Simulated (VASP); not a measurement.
Write the native input for VASP 6.6.1 that does the following.

| Property | Result |
| --- | --- |
| Task | single point |
| Functional | r2SCAN |
| Potentials or basis | VASP PAW PBE potentials, release 64 (Al) |
| Cutoff | 520 eV |
| k mesh | 18 × 18 × 18 |
| Occupations | gaussian, width 0.1 eV |
| Spin | no spin polarisation |
| Further INCAR settings | ALGO = Normal; EDIFF = 1e-07; NBANDS = 8 |

The structure of Al lies in POSCAR:

```
Al                                      
1.0
    0.0000000000      1.9318161233      1.9318161233
    1.9318161233      0.0000000000      1.9318161233
    1.9318161233      1.9318161233      0.0000000000
  Al            
     1
Direct
     0.0000000000000000    0.0000000000000000    0.0000000000000000
```

The cell isn't the ideal one: a relaxed cell with its volume scaled by 0.91.

The input as run:

INCAR

```
ALGO     = Normal         # electronic algorithm
EDIFF    = 1E-7           # SCF threshold, eV
ENCUT    = 520            # plane-wave cutoff, eV
ISIF     = 2              # what is computed and relaxed
ISMEAR   = 0              # smearing method
LASPH    = True           # aspherical terms in the spheres
LCHARG   = False          # write CHGCAR
LMIXTAU  = True         
LREAL    = False          # projectors in reciprocal space
LWAVE    = False          # write WAVECAR
METAGGA  = R2SCAN         # meta-GGA
NBANDS   = 8              # bands
NELM     = 100            # most SCF steps
PREC     = Accurate       # precision mode
SIGMA    = 0.1            # smearing width, eV
```

KPOINTS

```
k-points
0
Gamma
  18 18 18
```

Potentials or basis: VASP PAW PBE potentials, release 64 (Al).

Run with:

```console
$ cat potpaw_PBE.64/Al/POTCAR > POTCAR
$ mpirun -np 1 vasp_std > vasp.out
```

It gave:

The pressure is 10.9 GPa and the band gap on the k mesh is none (metal or under the smearing width).

Caveat: the PAW data sets were made with another functional, which shifts forces and pressure a little.

Run time: 83 s on 1 thread of AMD EPYC 9R14 (Zen 4), on a shared host, peak memory 0.1 GiB.
